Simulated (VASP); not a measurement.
Input:

```
MgI2
1.0
    2.03723    -3.52858     0.00000
    2.03723     3.52858     0.00000
    0.00000     0.00000     6.68309
Mg I
1 2
Direct
  0.00000   0.00000   0.00000
  0.33333   0.66667   0.24747
  0.66667   0.33333   0.75253
```

All values below come from LDA (Ceperley-Alder, Perdew-Zunger), VASP's LDA PAW potentials (set 64) (plane waves; VASP). Run with 400 eV cut-off, 8×8×4 Γ-centred mesh, Gaussian smearing of 0.010 eV, potentials Mg I.

Task: The job: MgI2 (1T layered), 3 atoms, LDA, optics run with many empty bands, 400 eV, 8×8×4 Γ-centred mesh. Roughly how much core time does it take on a busy server core?

Result: About 40 core-seconds (one run on a shared machine, a rough figure). It had 35 irreducible k-points, 36 bands, up to 1764 plane waves and 13 electronic steps.

The compound is MgI2 in the 1T layered structure. It was relaxed first, which changed the volume by -6 %.
